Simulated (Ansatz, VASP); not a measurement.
## Te: VASP beside Ansatz

Aim: how closely do two programs agree when they are given the same cell, functional and k mesh? The cell is taken from a series of VASP runs on this material, whose earlier steps may have relaxed, scaled or displaced it; both programs get it as it stands. Valence electrons are named where the data sets of a main pair hold unlike numbers.

Program: Ansatz 0.2.0. Level of theory: plane waves, with VASP 6.6.1 beside it; band structure at PBE0. Results are calculated unless marked as measured.

## 1. Starting point

Symmetry: P3_121, No. 152, trigonal system. The conventional cell has a = 4.457 Å, b = 4.457 Å, c = 5.929 Å, α = 90.00°, β = 90.00°, γ = 120.00°. Nearest to Te lie 2 Te at 2.84 Å.

## 2. VASP: band structure, PBE0

The same path points are solved in both programs, so levels can be compared one by one.

Lines of VASP's logs that name or quote its potential files are left out, and so is its time.

The run reads the wave functions of an earlier VASP run, which isn't shown here.

The input, INCAR:

```
SYSTEM = Te
PREC = Accurate
ENCUT = 350
EDIFF = 1E-06
NELM = 100
ISMEAR = 0
SIGMA = 0.03
LREAL = .FALSE.
ALGO = Normal
LHFCALC = .TRUE.
AEXX = 0.25
GGA = PE
LASPH = .TRUE.
NBANDS = 15
PRECFOCK = Fast
HFRCUT = -1
LORBIT = 11
LWAVE = .FALSE.
LCHARG = .FALSE.
KPAR = 4
```

The input, POSCAR:

```
Te
1.0
    4.4572000000      0.0000000000      0.0000000000
   -2.2286000000      3.8600484297      0.0000000000
    0.0000000000      0.0000000000      5.9290000000
Te
3
Direct
    0.7367000000      0.7367000000      0.0000000000
    0.0000000000      0.2633000000      0.6666666667
    0.2633000000      0.0000000000      0.3333333333
```

The input, KPOINTS:

```
Automatic mesh
0
Gamma
4 4 3
0 0 0
```

The input, KPOINTS_OPT:

```
Line mode
10
Line-mode
Reciprocal
  0.00000000   0.00000000   0.00000000 GAMMA
  0.50000000   0.00000000   0.00000000 M

  0.50000000   0.00000000   0.00000000 M
  0.33333333   0.33333333   0.00000000 K

  0.33333333   0.33333333   0.00000000 K
  0.00000000   0.00000000   0.00000000 GAMMA

  0.00000000   0.00000000   0.00000000 GAMMA
  0.00000000   0.00000000   0.50000000 A

  0.00000000   0.00000000   0.50000000 A
  0.50000000   0.00000000   0.50000000 L

  0.50000000   0.00000000   0.50000000 L
  0.33333333   0.33333333   0.50000000 H

  0.33333333   0.33333333   0.50000000 H
  0.00000000   0.00000000   0.50000000 A

  0.50000000   0.00000000   0.50000000 L
  0.50000000   0.00000000   0.00000000 M

  0.33333333   0.33333333   0.00000000 K
  0.33333333   0.33333333   0.50000000 H
```

Potentials, in the order of the species: Te (PBE family, release 64).

Run with:

```console
$ mpirun -np 4 vasp_std
```

Numbers of over 12 decimals in the logs are rounded to 6 here.

The program printed:

```text
[banner, memory and clock lines left out]
running    4 mpi-ranks, on    1 nodes
 distrk:  each k-point on    1 cores,    4 groups
 distr:  one band on    1 cores,    1 groups

 POSCAR found type information on POSCAR Te
 POSCAR found :  1 types and       3 ions
 LDA part: xc-table for (Slater+PW92), standard interpolation
 found WAVECAR, reading the header
 POSCAR, INCAR and KPOINTS ok, starting setup
 FFT: planning ... GRIDC
 FFT: planning ... GRID_SOFT
 FFT: planning ... GRID
 HFRCUT set to (new)   10.534073
 reading WAVECAR
 the WAVECAR file was read successfully
 initial charge from wavefunction
 entering main loop
       N       E                     dE             d eps       ncg     rms          rms(c)
DAV:   1    -0.132842615355E+02   -0.13284E+02   -0.31602E+00   270   0.113E+01    0.212E+01
DAV:   2    -0.133216375951E+02   -0.37376E-01   -0.91235E-02   319   0.201E+00    0.145E+01
DAV:   3    -0.133215468747E+02    0.90720E-04   -0.62587E-03   380   0.426E-01    0.936E+00
DAV:   4    -0.133208464336E+02    0.70044E-03   -0.87160E-04   340   0.163E-01    0.571E+00
DAV:   5    -0.133206015262E+02    0.24491E-03   -0.23216E-04   355   0.877E-02    0.347E+00
DAV:   6    -0.133205359890E+02    0.65537E-04   -0.66442E-05   340   0.480E-02    0.209E+00
DAV:   7    -0.133205230011E+02    0.12988E-04   -0.21178E-05   340   0.274E-02    0.126E+00
DAV:   8    -0.133205231962E+02   -0.19508E-06   -0.70345E-06   347   0.161E-02
   1 F= -.13320523E+02 E0= -.13320523E+02  d E =-.913708E-11
 Start KPOINTS_OPT (optional k-point list driver)
k-point batch [1-9\90]
       N       E                     dE             ncg
DAV:   1     0.601828768499E+03   -0.10001E+04      270
DAV:   2    -0.466481947813E+02   -0.64848E+03      347
DAV:   3    -0.127531718316E+03   -0.80884E+02      326
DAV:   4    -0.129715300649E+03   -0.21836E+01      412
DAV:   5    -0.129739247299E+03   -0.23947E-01      333
DAV:   6    -0.129739538269E+03   -0.29097E-03      405
DAV:   7    -0.129739542265E+03   -0.39962E-05      280
DAV:   8    -0.129739542340E+03   -0.74737E-07      247
[...]
k-point batch [82-90\90]
       N       E                     dE             ncg
DAV:   1     0.440837870323E+03   -0.36021E+04      270
DAV:   2    -0.132602188954E+03   -0.57344E+03      354
DAV:   3    -0.193873568471E+03   -0.61271E+02      298
DAV:   4    -0.195721426912E+03   -0.18479E+01      398
DAV:   5    -0.195742996348E+03   -0.21569E-01      319
DAV:   6    -0.195743229663E+03   -0.23331E-03      384
DAV:   7    -0.195743232677E+03   -0.30141E-05      240
DAV:   8    -0.195743232752E+03   -0.74474E-07      226
```

OUTCAR, selected parts (step 2):

```text
ion  position               nearest neighbor table
   1  0.737  0.737  0.000-   2 2.84   3 2.84   3 3.49   2 3.49   2 3.49   3 3.49
   2  0.000  0.263  0.667-   1 2.84   3 2.84   1 3.49   1 3.49   3 3.49   3 3.49
   3  0.263  0.000  0.333-   1 2.84   2 2.84   1 3.49   1 3.49   2 3.49   2 3.49

  LATTYP: Found a hexagonal cell.
 ALAT       =     4.4572000000
 C/A-ratio  =     1.3302073050

 Subroutine GETGRP returns: Found  6 space group operations
 (whereof  2 operations were pure point group operations)

The static configuration has the point symmetry C_2 .
 The point group associated with its full space group is D_3 .

 Found      9 irreducible k-points:

   k-points           NKPTS =      9   k-points in BZ     NKDIM =     48   number of bands    NBANDS=     15

   dimension x,y,z NGX =    28 NGY =   28 NGZ =   36
   dimension x,y,z NGXF=    56 NGYF=   56 NGZF=   72

   ENCUT  =  350.0 eV  25.72 Ry    5.07 a.u.   6.80  6.80  9.04*2*pi/ulx,y,z

   NELECT =      18.0000    total number of electrons

 k-points in reciprocal lattice and weights: Automatic mesh
   0.00000000  0.00000000  0.00000000       0.021
   0.25000000  0.00000000  0.00000000       0.125
   0.50000000  0.00000000  0.00000000       0.062
   0.25000000  0.25000000  0.00000000       0.125
   0.00000000  0.00000000  0.33333333       0.042
   0.25000000  0.00000000  0.33333333       0.125
   0.00000000  0.25000000  0.33333333       0.125
   0.50000000  0.00000000  0.33333333       0.125
   0.25000000  0.25000000  0.33333333       0.250

  exchange ACFDT corr.  =         0.00000000  see jH, gK, PRB 81, 115126

 average (electrostatic) potential at core
       1 -84.8996       2 -84.8996       3 -84.8996

 E-fermi :   5.0759

 k-point     1 :       0.0000    0.0000    0.0000
  band No.  band energies     occupation
    ...
      5       2.2124      2.00000
      6       2.2124      2.00000
      7       3.3154      2.00000
      8       3.3154      2.00000
      9       4.2990      2.00000
     10       7.4370      0.00000
     11       7.4370      0.00000
     12       8.1905      0.00000
     13      11.4886      0.00000
     14      11.4886      0.00000
    ...

 k-point     2 :       0.2500    0.0000    0.0000
  band No.  band energies     occupation
    ...
      5       0.9282      2.00000
      6       1.4525      2.00000
      7       3.5504      2.00000
      8       4.0853      2.00000
      9       4.2849      2.00000
     10       7.2754      0.00000
     11       7.5056      0.00000
     12       8.4144      0.00000
     13      10.3572      0.00000
     14      11.8725      0.00000
    ...

 k-point     3 :       0.5000    0.0000    0.0000
  band No.  band energies     occupation
    ...
      5       0.3060      2.00000
      6       1.2434      2.00000
      7       1.2933      2.00000
      8       4.0198      2.00000
      9       4.2715      2.00000
     10       7.2565      0.00000
     11       7.4023      0.00000
     12       9.4610      0.00000
     13      10.4896      0.00000
     14      14.0411      0.00000
    ...

  energy-cutoff  :      350.00
  volume of cell :      102.01
      direct lattice vectors                 reciprocal lattice vectors
     4.457200000  0.000000000  0.000000000     0.224356098  0.129532054  0.000000000
    -2.228600000  3.860048430  0.000000000     0.000000000  0.259064107  0.000000000
     0.000000000  0.000000000  5.929000000     0.000000000  0.000000000  0.168662506

 POSITION                                       TOTAL-FORCE (eV/Angst)
 -----------------------------------------------------------------------------------
      1.64181      2.84370      0.00000         0.128138      0.221942     -0.000000
     -0.58679      1.01635      3.95267         0.128138     -0.221942     -0.000000
      1.17358      0.00000      1.97633        -0.256276     -0.000000      0.000000
 -----------------------------------------------------------------------------------
    total drift:                               -0.000000     -0.000001      0.000000

  FREE ENERGIE OF THE ION-ELECTRON SYSTEM (eV)
  ---------------------------------------------------
  free  energy   TOTEN  =       -13.3205231962 eV

  energy  without entropy=      -13.3205231962  energy(sigma->0) =      -13.32052320

 total charge
# of ion       s       p       d       tot
------------------------------------------
    1        1.390   1.939   0.045   3.374
    2        1.390   1.939   0.045   3.374
    3        1.390   1.939   0.045   3.374
--------------------------------------------------
tot          4.170   5.817   0.134  10.122

[... 3 further parts left out ...]
```

The k-mesh is coarse for unscreened exact exchange, which converges slowly with it.

[end of part 1 of 2]

[Lines on the potential files, build, host, timing and source positions are cut from VASP's logs without a mark.]

[Logs are printed without paths, hosts, clocks, repeated set-up lines and the standing remarks that a program may print on its own settings, such as how far it seeks lower states.]

[Hosts, paths, dates, database ids (printed as entryN), source tags and the programs' standing remarks are cut or masked in the printed files.]
